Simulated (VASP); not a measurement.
Input:

```
Ga2O3
1.0
    4.71515    -2.49876    -0.00104
    4.71515     2.49876    -0.00104
    3.39186     0.00000     4.11968
Ga O
4 6
Direct
  0.85540   0.85540   0.85540
  0.35540   0.35540   0.35540
  0.14460   0.14460   0.14460
  0.64460   0.64460   0.64460
  0.44676   0.05324   0.75000
  0.05324   0.75000   0.44676
  0.55324   0.94676   0.25000
  0.25000   0.55324   0.94676
  0.94676   0.25000   0.55324
  0.75000   0.44676   0.05324
```

All values below come from r2SCAN meta-GGA, VASP's PBE PAW potentials (set 64) (plane waves; VASP). Numerical set-up: 520 eV cut-off, 6×6×6 Γ-centred mesh, tetrahedra with Blöchl corrections, potentials Ga_d O.

Question: Give the energies of bands 33 to 46 at the high-symmetry points, in eV from the valence-band maximum.

Answer: 
```csv
band,Γ,T,H2,L,S0,F
33,-3.62,-3.91,-3.33,-3.08,-3.64,-3.75
34,-3.62,-3.91,-3.33,-3.08,-2.71,-3.01
35,-3.31,-2.49,-2.10,-1.93,-2.67,-2.65
36,-1.00,-2.49,-2.10,-1.93,-2.20,-2.54
37,-1.00,-1.49,-1.73,-1.26,-1.70,-1.42
38,-0.55,-1.49,-1.73,-1.26,-1.38,-1.33
39,-0.55,-1.49,-0.99,-1.18,-1.11,-1.30
40,-0.33,-1.49,-0.99,-1.18,-0.68,-1.02
41,-0.31,-0.30,-0.58,-0.99,-0.63,-0.86
42,-0.31,-0.30,-0.58,-0.99,-0.51,-0.69
43,-0.26,-0.30,-0.34,-0.16,-0.48,-0.25
44,-0.26,-0.30,-0.34,-0.16,-0.17,-0.14
45,3.46,6.56,7.45,7.14,7.24,7.28
46,7.43,6.56,7.45,7.14,7.35,7.48
```

The gap is indirect, 3.46 eV, from the valence maximum at (-0.17, 0.17, 0.00) to the conduction minimum at Γ.

The compound is Ga2O3 in the corundum structure, the metastable α form; monoclinic β is stable. It was relaxed first.
